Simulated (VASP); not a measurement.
Method: PBEsol GGA, VASP's PBE PAW potentials (set 64) (plane waves; VASP).

VASP input:

**INCAR**
```
# general
SYSTEM =HfB2
PREC   =Accurate
ENCUT  =620
LREAL  =.False.
LASPH  =.True.

# electronic loop
EDIFF  =1E-6
NELM   =100
ALGO   =Normal
LMAXMIX=6

# smearing
ISMEAR =1
SIGMA  =0.1

# functional
GGA    =PS

# ions
IBRION =2
NSW    =40
ISIF   =3
EDIFFG =-0.02

# output
LWAVE  =.False.
LCHARG =.False.
```

**KPOINTS**
```
Automatic
0
Gamma
  11 11 9
```

POSCAR:
```
HfB2
1.0
  1.5622870174  -2.7059607190   0.0000000000
  1.5622870174   2.7059607190   0.0000000000
  0.0000000000   0.0000000000   3.4543800322
Hf B
1 2
direct
  0.0000000000   0.0000000000   0.0000000000
  0.3333330000   0.6666670000   0.5000000000
  0.6666670000   0.3333330000   0.5000000000
```

POTCAR, in this order: Hf_pv B (PBE.64 set). Program: vasp_std.

Unless said otherwise, spin-orbit coupling is left out, though it shifts the bands of the heavy elements here.

Problem. Predict the energy per atom (σ→0), volume per atom, band gap (on the k-mesh).

Solution. 
| Property | Result |
|---|---|
| energy per atom (σ→0) | -896.4 kJ/mol of atoms |
| band gap (on the k-mesh) | none (metal, semimetal or under 0.01 eV) |
| volume per atom | 9.72 Å³/atom |

### OSZICAR
```
...
   1 F= -.27872346E+02 E0= -.27872337E+02  d E =-.278723E+02
       N       E                     dE             d eps       ncg     rms          rms(c)
DAV:   1    -0.278725630812E+02   -0.21707E-03   -0.10403E-02  2068   0.910E-01    0.237E-01
DAV:   2    -0.278724681412E+02    0.94940E-04   -0.18418E-04  2348   0.129E-01    0.853E-02
DAV:   3    -0.278724235004E+02    0.44641E-04   -0.52397E-05  2328   0.616E-02    0.402E-02
DAV:   4    -0.278724206659E+02    0.28345E-05   -0.55034E-06  2424   0.200E-02    0.285E-02
DAV:   5    -0.278724207699E+02   -0.10398E-06   -0.46961E-07  1184   0.533E-03
   2 F= -.27872421E+02 E0= -.27872402E+02  d E =-.746130E-04
```

The compound is HfB2 in the AlB2 type structure. This run relaxes it. Symmetry was kept, so distortions that lower it aren't found.
